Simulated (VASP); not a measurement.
Given:

```
LiBr
1.0
    0.00000     2.80852     2.80852
    2.80852     0.00000     2.80852
    2.80852     2.80852     0.00000
Li Br
1 1
Direct
  0.00000   0.00000   0.00000
  0.50000   0.50000   0.50000
```

Computed with RPBE GGA, VASP's PBE PAW potentials (set 64) (plane waves; VASP). Numerical set-up: 520 eV cut-off, 9×9×9 Γ-centred mesh, tetrahedra with Blöchl corrections, potentials Li_sv Br.

Q: What does the run give for the energy per atom (σ→0), band gap (on the k-mesh) with the smallest direct gap where there is one?

A: 
```json
{
 "band gap (on the k-mesh)": "4.92 eV",
 "smallest direct gap (on the k-mesh)": "4.92 eV",
 "energy per atom (σ→0)": "-3.136 eV/atom"
}
```

The compound is LiBr in the rock salt structure. It was relaxed first, which changed the volume by +7 %.
